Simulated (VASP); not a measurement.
Calculation: PBE GGA, VASP's PBE PAW potentials (set 64) (plane waves; VASP).

Input for VASP

File POSCAR:
```
Ga
1
    2.2600000000    -3.8300000000    -0.0000000000
    2.2600000000     3.8300000000     0.0000000000
    0.0000000000     0.0000000000     4.5300000000
Ga
4
Direct
  0.1549000000   0.8451000000   0.9190000000
  0.3451000000   0.6549000000   0.4190000000
  0.6549000000   0.3451000000   0.5810000000
  0.8451000000   0.1549000000   0.0810000000
```

### INCAR
```
! general
SYSTEM   =  Ga
PREC     =  Accurate
ENCUT    =  400
LREAL    =  F
LASPH    =  T

! electronic loop
EDIFF    =  1E-6
NELM     =  100
ALGO     =  Normal
LMAXMIX  =  4

! smearing
ISMEAR   =  1
SIGMA    =  0.1

! functional
GGA      =  PE

! ions
ISIF     =  2

! output
LWAVE    =  F
LCHARG   =  F
```

KPOINTS:
```
kpoints
0
Gamma
6 6 5
```

POTCAR, in this order: Ga_d (PBE.64 set). Program: vasp_std.

**Question.** Predict the energy per atom (σ→0), pressure, largest force, band gap (on the k-mesh).

**Answer.** 
```json
{
 "energy per atom (σ→0)": "-2.901 eV/atom",
 "band gap (on the k-mesh)": "none (metal, semimetal or under 0.01 eV)",
 "pressure": "1.65 GPa",
 "largest_force": "0.073 eV/Å"
}
```

### OSZICAR
```
...
DAV:   7    -0.116068855020E+02    0.15077E-01   -0.61630E-02  3326   0.284E+00    0.309E-01
DAV:   8    -0.116058394888E+02    0.10460E-02   -0.15092E-02  2614   0.143E+00    0.489E-02
DAV:   9    -0.116059968852E+02   -0.15740E-03   -0.11502E-03  2748   0.380E-01    0.261E-02
DAV:  10    -0.116060078913E+02   -0.11006E-04   -0.24223E-04  2782   0.178E-01    0.641E-03
DAV:  11    -0.116060102635E+02   -0.23722E-05   -0.44266E-05  2789   0.817E-02    0.534E-03
DAV:  12    -0.116060096911E+02    0.57242E-06   -0.13168E-05  2813   0.442E-02    0.749E-04
DAV:  13    -0.116060097384E+02   -0.47261E-07   -0.10393E-06  1706   0.100E-02
   1 F= -.11606010E+02 E0= -.11605493E+02  d E =-.154880E-02
```

The compound is Ga in the alpha structure. The cell was not relaxed at this level.
